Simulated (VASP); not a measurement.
Calculation: PBE GGA, VASP's PBE PAW potentials (set 64) (plane waves; VASP 6.6.1).

Input for VASP

### POSCAR
```
Pr
1
    3.6655110000     0.0000000000     0.0000000000
   -1.8327560000     3.1744260000     0.0000000000
    0.0000000000     0.0000000000     5.9513010000
Pr
2
Direct
  0.3333330000   0.6666670000   0.2500000000
  0.6666670000   0.3333330000   0.7500000000
```

### KPOINTS
```
K-points
0
G
8 8 5
0 0 0
```

INCAR:
```
SYSTEM = Pr
PREC = Accurate
ENCUT = 300
EDIFF = 1E-6
NELM = 100
ALGO = Normal
LREAL = .FALSE.
LASPH = .TRUE.
ISMEAR = 0
SIGMA = 0.272
GGA = PE
LMAXMIX = 6
LWAVE = .FALSE.
LCHARG = .FALSE.
ISIF = 2
ISPIN = 2
MAGMOM = 2.0 2.0
LORBIT = 11
```

POTCAR, in this order: Pr (PBE.64 set). Program: vasp_std.

**Question.** What will the output report for the number of irreducible k-points (NKPTS), largest plane-wave count, number of space-group operations, FFT grid (NGX, NGY, NGZ)?

**Answer.** 
- number of irreducible k-points (NKPTS): 30
- largest plane-wave count: 834
- number of space-group operations: 24
- FFT grid (NGX, NGY, NGZ): 24 × 24 × 36

The structure was generated: Pr was put into an ordered model structure, which need not be its known phase. The cell was not relaxed at this level. VASP warned that the highest band is occupied, so more bands are needed.
